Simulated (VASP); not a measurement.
Method: r2SCAN meta-GGA, VASP's PBE PAW potentials (set 64) (plane waves; VASP 6.6.1).

A VASP calculation is set up with these files.

**KPOINTS**
```
Automatic mesh
0
Gamma
9 9 9
0 0 0
```

KPOINTS_OPT:
```
k-points along high-symmetry lines
10
Line-mode
Reciprocal
  0.000000   0.000000   0.000000 ! GAMMA
 -0.500000  -0.500000   0.000000 ! X

 -0.500000  -0.500000   0.000000 ! X
 -0.375000  -0.375000   0.250000 ! U

 -0.375000   0.000000   0.375000 ! K
  0.000000   0.000000   0.000000 ! GAMMA

  0.000000   0.000000   0.000000 ! GAMMA
  0.000000   0.000000   0.500000 ! L

  0.000000   0.000000   0.500000 ! L
 -0.500000  -0.250000   0.250000 ! W

 -0.500000  -0.250000   0.250000 ! W
 -0.500000  -0.500000   0.000000 ! X
```

### INCAR
```
# general
SYSTEM  = MgS
PREC    = Accurate
ENCUT   = 400
LREAL   = F
LASPH   = T   # aspherical one-centre terms

# electronic loop
EDIFF   = 1E-7   # SCF stop (eV)
NELM    = 100
ALGO    = Normal   # blocked Davidson
LMIXTAU = T

# smearing
ISMEAR  = -5

# functional
METAGGA = R2SCAN

# ions
ISIF    = 2   # forces and stress, cell fixed

# output
LWAVE   = F
LCHARG  = F
LORBIT  = 11
NEDOS   = 601   # DOS grid
```

POSCAR:
```
MgS
1
    0.0000000000     2.8265272394     2.8265272394
    2.8265272394     0.0000000000     2.8265272394
    2.8265272394     2.8265272394    -0.0000000000
S Mg
1 1
Direct
  0.2500000000   0.2500000000   0.2500000000
  0.0000000000   0.0000000000   0.0000000000
```

POTCAR, in this order: S Mg (PBE.64 set). Program: vasp_std.

Output of the run:

**OUTCAR**
```
 ion  position               nearest neighbor table
   1  0.250  0.250  0.250-   2 2.45   2 2.45   2 2.45   2 2.45
   2  0.000  0.000  0.000-   1 2.45   1 2.45   1 2.45   1 2.45
  LATTYP: Found a face centered cubic cell.
 ALAT       =     5.6530544788
 Subroutine PRICEL returns:
 Original cell was already a primitive cell.
 Subroutine GETGRP returns: Found 24 space group operations
The static configuration has the point symmetry T_d .
The dynamic configuration has the point symmetry T_d .
 Subroutine INISYM returns: Found 24 space group operations
 Subroutine IBZKPT returns following result:
 Found     35 irreducible k-points:

 Following reciprocal coordinates:
            Coordinates               Weight
  0.000000  0.000000  0.000000      1.000000
  0.111111  0.000000  0.000000      8.000000
  0.222222  0.000000  0.000000      8.000000
  0.333333  0.000000  0.000000      8.000000
  0.444444  0.000000  0.000000      8.000000
  0.111111  0.111111  0.000000      6.000000
  0.222222  0.111111  0.000000     24.000000
  0.333333  0.111111  0.000000     24.000000
  0.444444  0.111111  0.000000     24.000000
 -0.444444  0.111111  0.000000     24.000000
 -0.333333  0.111111  0.000000     24.000000
 -0.222222  0.111111  0.000000     24.000000
 -0.111111  0.111111  0.000000     12.000000
  0.222222  0.222222  0.000000      6.000000
  0.333333  0.222222  0.000000     24.000000
  0.444444  0.222222  0.000000     24.000000
 -0.444444  0.222222  0.000000     24.000000
 -0.333333  0.222222  0.000000     24.000000
 -0.222222  0.222222  0.000000     12.000000
  0.333333  0.333333  0.000000      6.000000
  0.444444  0.333333  0.000000     24.000000
 -0.444444  0.333333  0.000000     24.000000
 -0.333333  0.333333  0.000000     12.000000
  0.444444  0.444444  0.000000      6.000000
...
```

File OSZICAR:
```
       N       E                     dE             d eps       ncg     rms          rms(c)
DAV:   1     0.139590048354E+02    0.13959E+02   -0.31580E+03   568   0.658E+02
DAV:   2    -0.161822437774E+02   -0.30141E+02   -0.29835E+02   784   0.103E+02
DAV:   3    -0.172202413702E+02   -0.10380E+01   -0.10380E+01   616   0.265E+01
DAV:   4    -0.172271703871E+02   -0.69290E-02   -0.69290E-02   992   0.258E+00
DAV:   5    -0.172271732870E+02   -0.28999E-05   -0.28999E-05   664   0.505E-02    0.419E+00
DAV:   6    -0.154644400848E+02    0.17627E+01   -0.15023E+00   560   0.810E+00    0.453E+00
DAV:   7    -0.153674726566E+02    0.96967E-01   -0.43390E-01   712   0.425E+00    0.221E+00
DAV:   8    -0.155903549122E+02   -0.22288E+00   -0.20280E-01   560   0.497E+00    0.139E+00
DAV:   9    -0.153478268875E+02    0.24253E+00   -0.76363E-02   560   0.337E+00    0.197E-01
DAV:  10    -0.154428939552E+02   -0.95067E-01   -0.37903E-02   560   0.196E+00    0.140E-01
DAV:  11    -0.154359477209E+02    0.69462E-02   -0.56874E-04   720   0.223E-01    0.148E-01
DAV:  12    -0.154474289767E+02   -0.11481E-01   -0.96337E-03   560   0.118E+00    0.120E-01
DAV:  13    -0.154498120039E+02   -0.23830E-02   -0.90408E-04   592   0.375E-01    0.908E-02
DAV:  14    -0.154499143766E+02   -0.10237E-03   -0.23722E-04   584   0.219E-01    0.322E-02
DAV:  15    -0.154502466123E+02   -0.33224E-03   -0.95693E-05   576   0.115E-01    0.908E-03
DAV:  16    -0.154502038962E+02    0.42716E-04   -0.10037E-05   672   0.417E-02    0.651E-03
DAV:  17    -0.154502346555E+02   -0.30759E-04   -0.81452E-06   560   0.362E-02    0.124E-02
DAV:  18    -0.154502342430E+02    0.41250E-06   -0.25072E-06   560   0.198E-02    0.735E-03
DAV:  19    -0.154502371434E+02   -0.29004E-05   -0.54626E-07   624   0.103E-02    0.280E-03
DAV:  20    -0.154502351174E+02    0.20260E-05   -0.64883E-08   592   0.340E-03    0.175E-03
DAV:  21    -0.154502368220E+02   -0.17046E-05   -0.37673E-08   320   0.190E-03    0.356E-04
DAV:  22    -0.154502369702E+02   -0.14817E-06   -0.72530E-09   280   0.949E-04    0.202E-04
DAV:  23    -0.154502371705E+02   -0.20031E-06   -0.79249E-10   280   0.356E-04    0.162E-04
DAV:  24    -0.154502372068E+02   -0.36333E-07   -0.30040E-10   280   0.149E-04
   1 F= -.15450237E+02 E0= -.15450237E+02  d E =0.000000E+00
       N       E                     dE             ncg
       N       E                     dE             ncg
```

File OUTCAR:
```
------------------------ aborting loop because EDIFF is reached ----------------------------------------
  FORCE on cell =-STRESS in cart. coord.  units (eV):
  Direction    XX          YY          ZZ          XY          YZ          ZX
  --------------------------------------------------------------------------------------
  Total        0.0010899      0.0010899      0.0010899     -0.0000000     -0.0000000      0.0000000
  in kB        0.0386631      0.0386631      0.0386631     -0.0000000     -0.0000000      0.0000000
  external PRESSURE =       0.0386631 kB  Pullay stress =       0.0000000 kB
  volume of cell :       45.16
      direct lattice vectors                 reciprocal lattice vectors
     0.000000000  2.826527239  2.826527239    -0.176895518  0.176895518  0.176895518
     2.826527239  0.000000000  2.826527239     0.176895518 -0.176895518  0.176895518
     2.826527239  2.826527239  0.000000000     0.176895518  0.176895518 -0.176895518
 POSITION                                       TOTAL-FORCE (eV/Angst)
 -----------------------------------------------------------------------------------
      1.41326      1.41326      1.41326         0.000000      0.000000      0.000000
      0.00000      0.00000      0.00000        -0.000000     -0.000000     -0.000000
 -----------------------------------------------------------------------------------
    total drift:                               -0.000002     -0.000002     -0.000001
  FREE ENERGIE OF THE ION-ELECTRON SYSTEM (eV)
  ---------------------------------------------------
  free  energy   TOTEN  =       -15.4502372068 eV

  energy  without entropy=      -15.4502372068  energy(sigma->0) =      -15.45023721

 total charge

# of ion       s       p       d       tot
------------------------------------------
    1        1.298   2.535   0.000   3.833
    2        0.153   0.143   0.037   0.333
--------------------------------------------------
tot          1.450   2.679   0.037   4.166
```
(Selected blocks of OUTCAR.)

The structure was generated: MgS was put into the zincblende type (F-43m), which need not be its known phase. It was relaxed first.
